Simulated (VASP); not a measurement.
Energy against volume of Te (trig). Method: vdW-DF2, VASP's PBE PAW potentials (set 64) (plane waves; VASP 6.6.1). Settings: 520 eV cut-off, 5×5×4 Γ-centred mesh, Gaussian smearing of 0.050 eV, potentials Te.

Shape and ions are relaxed at each volume.

```
V (Å³/atom)  E (eV/atom)
-----------  -----------
38.576          -0.99424
39.807          -1.00037
41.039          -1.00221
42.270          -1.00076
```

**Question.** Fit these four points and predict the energy of the run at 43.501 Å³/atom.

**Answer.** A cubic in V^(−2/3), the third-order Birch-Murnaghan form, passes through the four points with V0 = 41.06 Å³/atom and B0 = 14 GPa, and gives -0.9968 eV/atom there. The run gave -0.9968 eV/atom, +0.1 meV/atom from the fit; all five points give B0 = 14 GPa.

The compound is Te in the trig structure. It was relaxed first, which changed the volume by +21 %.
